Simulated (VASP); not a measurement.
Input:

```
SrCl2
1.0
    0.00000     3.44268     3.44268
    3.44268     0.00000     3.44268
    3.44268     3.44268     0.00000
Sr Cl
1 2
Direct
  0.00000   0.00000   0.00000
  0.25000   0.25000   0.25000
  0.75000   0.75000   0.75000
```

These are PW91 GGA, VASP's PBE PAW potentials (set 64) (plane waves; VASP) values and carry that method's errors. Run with 520 eV cut-off, 6×6×6 Γ-centred mesh, Gaussian smearing of 0.050 eV, potentials Sr_sv Cl.

Question: Give the stress tensor in GPa (positive for a compressed cell).

Answer: 
```
2.53  0.00  0.00
0.00  2.53  0.00
0.00  0.00  2.53
```
The pressure is its mean diagonal, 2.53 GPa.

The compound is SrCl2 in the fluorite structure. This cell is one point of a volume scan, at 0.94 of the reference volume.
